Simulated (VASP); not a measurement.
A run of VASP 6.6.1:

The input INCAR:

```
SYSTEM = ZrSi2
  PREC = Accurate
  ENCUT = 600
  EDIFF = 1E-6
  ISMEAR = 1
  SIGMA = 0.1
  LREAL = .False.
  LASPH = .True.
  NELM = 80
  ALGO = Normal
  ISIF = 3
  LWAVE = .False.
  LCHARG = .False.
  GGA = PE
  IVDW = 12
  IBRION = 2
  NSW = 90
  EDIFFG = -0.01
  KPAR = 2
```

The input KPOINTS:

```
Automatic mesh
0
Gamma
  10 10 10
  0 0 0
```

File POSCAR:

```
ZrSi2
1.0
    1.8530000000     -7.3675000000      0.0000000000
    1.8530000000      7.3675000000      0.0000000000
    0.0000000000      0.0000000000      3.6720000000
Zr Si
2 4
Direct
    0.8946000000      0.1054000000      0.2500000000
    0.1054000000      0.8946000000      0.7500000000
    0.5522000000      0.4478000000      0.2500000000
    0.4478000000      0.5522000000      0.7500000000
    0.2496000000      0.7504000000      0.2500000000
    0.7504000000      0.2496000000      0.7500000000
```

Potentials or basis: VASP PAW PBE potentials, release 64 (Zr_sv, Si).

Command:

```console
$ cat potpaw_PBE.64/Zr_sv/POTCAR potpaw_PBE.64/Si/POTCAR > POTCAR
$ mpirun -np 2 vasp_std > vasp.out
```

Hardware: 2 MPI ranks on Intel(R) Xeon(R) Platinum 8488C (Sapphire Rapids), with other jobs on the host.

How long does it take, and how much memory?

Wall time 29 min on 2 MPI ranks on Intel(R) Xeon(R) Platinum 8488C (Sapphire Rapids), with other jobs on the host, peak memory 0.7 GiB a rank. Counts: scf iterations 62, k points 186, ion steps 9.
